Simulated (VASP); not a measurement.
OSZICAR of a VASP run on CoGa (CsCl type):

OSZICAR:
```
       N       E                     dE             d eps       ncg     rms          rms(c)
DAV:   1     0.955313189692E+02    0.95531E+02   -0.10275E+04  2656   0.251E+03
DAV:   2    -0.823944727369E+01   -0.10377E+03   -0.10163E+03  2584   0.350E+02
DAV:   3    -0.129301292195E+02   -0.46907E+01   -0.46766E+01  2940   0.801E+01
DAV:   4    -0.130004697044E+02   -0.70340E-01   -0.70329E-01  3372   0.920E+00
DAV:   5    -0.130024106631E+02   -0.19410E-02   -0.19409E-02  3105   0.131E+00    0.108E+01
DAV:   6    -0.140371323383E+02   -0.10347E+01   -0.26281E+01  2869   0.698E+01    0.118E+01
DAV:   7    -0.118045522007E+02    0.22326E+01   -0.10386E+01  2626   0.518E+01    0.185E+00
DAV:   8    -0.117831462520E+02    0.21406E-01   -0.29019E-01  2950   0.601E+00    0.702E-01
DAV:   9    -0.117748816505E+02    0.82646E-02   -0.24505E-02  3476   0.248E+00    0.161E-01
DAV:  10    -0.117744504716E+02    0.43118E-03   -0.75291E-04  3328   0.404E-01    0.812E-02
DAV:  11    -0.117744256759E+02    0.24796E-04   -0.16469E-04  3648   0.230E-01    0.160E-02
DAV:  12    -0.117744250373E+02    0.63856E-06   -0.77583E-06  3803   0.474E-02    0.277E-03
DAV:  13    -0.117744250218E+02    0.15484E-07   -0.40012E-07  2770   0.101E-02
   1 F= -.11774425E+02 E0= -.11774583E+02  d E =0.474436E-03
```

Q: Which electronic solver shows in the log?

A: It is blocked Davidson (ALGO = Normal, or the opening steps of other solvers). The INCAR had ALGO = Normal.

Q: How was spin treated?

A: Without spin polarisation: there is no mag entry.

Q: Can the final energy be trusted as converged?

A: The calculation finished and met its thresholds. It stopped with EDIFF = 1E-7, NELM = 100 (PBEsol GGA, plane waves, VASP's PBE PAW potentials (set 64)).

The compound is CoGa in the CsCl type structure. It was relaxed first. The run is not spin-polarised, so no magnetic state was tried.
